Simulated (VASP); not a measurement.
These are LDA (Ceperley-Alder, Perdew-Zunger), VASP's LDA PAW potentials (set 64) (plane waves; VASP 6.6.1) values and carry that method's errors.

VASP input:

**INCAR**
```
LWAVE=.FALSE.
NELM=100   ! most electronic steps
PREC=Accurate
LMAXMIX=4   ! l cut-off of mixed one-centre charges
NSW=40
EDIFF=1E-6   ! SCF stop (eV)
PSTRESS=450
ENCUT=620
EDIFFG=-0.02   ! ionic stop
IBRION=2   ! conjugate gradients
LCHARG=.FALSE.
LASPH=.TRUE.
ISIF=3   ! ions, shape and volume
SIGMA=0.1   ! width (eV)
SYSTEM=YN
ISMEAR=1   ! Methfessel-Paxton
LREAL=.FALSE.
ALGO=Normal   ! blocked Davidson
```

POSCAR:
```
YN
1
    0.0000000000     2.3105193544     2.3105193544
    2.3105193544     0.0000000000     2.3105193544
    2.3105193544     2.3105193544     0.0000000000
Y N
1 1
Direct
  0.0000000000   0.0000000000   0.0000000000
  0.5000000000   0.5000000000   0.5000000000
```

KPOINTS:
```
Automatic mesh
0
Gamma
14 14 14
0 0 0
```

POTCAR, in this order: Y_sv N (LDA.64 set). Program: vasp_std.

Q: What will the output report for the number of irreducible k-points (NKPTS), largest plane-wave count, number of space-group operations, FFT grid (NGX, NGY, NGZ)?

A: 
- number of irreducible k-points (NKPTS) = 104
- largest plane-wave count = 893
- number of space-group operations = 48
- FFT grid (NGX, NGY, NGZ) = 28 × 28 × 28

The compound is YN in the rock salt structure. This run relaxes it under an external pressure of 45 GPa. Symmetry was kept, so distortions that lower it aren't found.
